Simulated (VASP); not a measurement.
Given:

```xyz
2
Lattice="0.0000 1.9446 1.9446 1.9446 0.0000 1.9446 1.9446 1.9446 0.0000" Properties=species:S:1:pos:R:3 pbc="T T T"
Li     0.0000     0.0000     0.0000
F      1.9446     1.9446     1.9446
```

The numbers are results of MS2 meta-GGA, VASP's PBE PAW potentials (set 64) (plane waves; VASP), not measurements. Numerical set-up: 520 eV cut-off, 11×11×11 Γ-centred mesh, Gaussian smearing of 0.050 eV, potentials Li_sv F.

**Question.** Give the stress tensor in GPa (positive for a compressed cell).

**Answer.** 
```
5.84  0.00  0.00
0.00  5.84  0.00
0.00  0.00  5.84
```
The pressure is its mean diagonal, 5.84 GPa.

The compound is LiF in the rock salt structure. This cell is one point of a volume scan, at 0.94 of the reference volume.
